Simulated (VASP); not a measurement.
Shape and ions are relaxed at each volume.

Energy against volume of Ru (hcp). Calculation: RPBE GGA, VASP's PBE PAW potentials (set 64) (plane waves; VASP).

```tsv
V (Å³/atom)	E (eV/atom)
13.123	-8.53671
13.542	-8.57690
13.961	-8.58929
14.380	-8.57842
14.799	-8.54813
```

Question: Fit a third-order Birch-Murnaghan equation of state.

Answer: 
volume per atom: 13.96 Å^3/atom
bulk modulus: 295 GPa
pressure derivative of the bulk modulus: 4.96

Measured: bulk modulus 318 GPa at 0 K (computed value off by -7.0 %), as given by Vázquez-Parga, Fernández-Martínez, Viñes, J. Chem. Theory Comput. (2023), doi:10.1021/acs.jctc.3c00612, Supporting … [zero-point energy and finite temperature contributions removed].

The compound is Ru in the hcp structure. It was relaxed first.
